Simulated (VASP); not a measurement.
A run of VASP 6.6.1 is set up as follows.

File INCAR:

```
PREC = Normal
ENCUT = 520
EDIFF = 1E-4
ISMEAR = 0
SIGMA = 0.15
LREAL = False
LASPH = True
NELM = 60
ALGO = Fast
ISIF = 3
LWAVE = False
LCHARG = False
GGA = PE
IBRION = 2
NSW = 24
EDIFFG = -0.08
KPAR = 4
```

Contents of KPOINTS:

```
regular mesh
0
Gamma
  4 4 2
```

File POSCAR:

```
AlB3P4
1.0
    3.8272354900      0.0000000000      0.0000000000
    0.0000000000      3.8272354900      0.0000000000
    0.0000000000      0.0000000000      7.0167085000
Al B P
1 3 4
Direct
    0.0000000000      0.0000000000      0.5000000000
    0.0000000000      0.0000000000      0.0000000000
    0.5000000000      0.5000000000      0.3508000100
    0.5000000000      0.5000000000      0.6491999900
    0.5000000000      0.0000000000      0.1741100000
    0.0000000000      0.5000000000      0.1741100000
    0.5000000000      0.0000000000      0.8258900000
    0.0000000000      0.5000000000      0.8258900000
```

Potentials or basis: VASP PAW PBE potentials, release 64 (Al, B, P).

The run is started by

```sh
$ cat potpaw_PBE.64/Al/POTCAR potpaw_PBE.64/B/POTCAR potpaw_PBE.64/P/POTCAR > POTCAR
$ mpirun -np 4 vasp_std > vasp.out
```

Estimate the relaxed cell.

a = 4.174 Å, b = 4.174 Å, c = 5.296 Å, α = 90.00°, β = 90.00°, γ = 90.00°.

Predict the relaxed volume.

11.53 Å³/atom.

Predict the space group after relaxing (to 0.05 Å).

P4/mmm (No. 123).

The path:
| step | energy change (eV) | largest force (eV/Å) | pressure (GPa) | volume (Å³) |
| --- | --- | --- | --- | --- |
| 1 | 0.0000 | 1.1663 | -5.44 | 102.78 |
| 2 | -0.4725 | 1.3461 | 0.60 | 96.40 |
| 3 | -0.6609 | 1.2545 | 9.55 | 89.57 |
| 4 | -0.9276 | 1.0919 | 10.44 | 89.56 |
| 5 | -1.3714 | 0.8558 | 11.92 | 89.40 |
| 6 | -0.8572 | 2.0234 | 19.18 | 88.42 |
| 7 | -1.4246 | 0.9598 | 13.01 | 89.13 |
| 8 | -1.8562 | 1.1249 | 4.85 | 94.28 |
| 9 | -1.9424 | 1.0958 | 1.82 | 96.69 |
| 10 | -2.0027 | 1.1279 | -3.19 | 101.52 |
| 11 | -2.0201 | 0.8829 | -1.40 | 99.66 |
| 12 | -2.2286 | 0.9563 | -3.08 | 99.96 |
| 13 | -2.3012 | 1.1957 | -4.42 | 100.18 |
| 14 | -2.5348 | 0.9062 | -3.54 | 97.21 |
| 15 | -2.7584 | 0.6890 | 4.74 | 88.62 |
| 16 | -2.7767 | 0.9697 | 1.90 | 90.80 |
| 17 | -2.7801 | 0.9251 | 2.60 | 90.20 |
| 18 | -2.8394 | 0.8150 | 3.01 | 89.83 |
| 19 | -2.8587 | 0.7211 | 2.65 | 89.95 |
| 20 | -2.9483 | 0.5906 | -0.08 | 92.04 |
| 21 | -2.9627 | 0.4770 | -1.38 | 93.14 |
| 22 | -2.9803 | 0.0190 | -0.05 | 92.24 |

Caveat: the k mesh is coarse (spacing up to 0.45 Å⁻¹), so the values aren't converged.
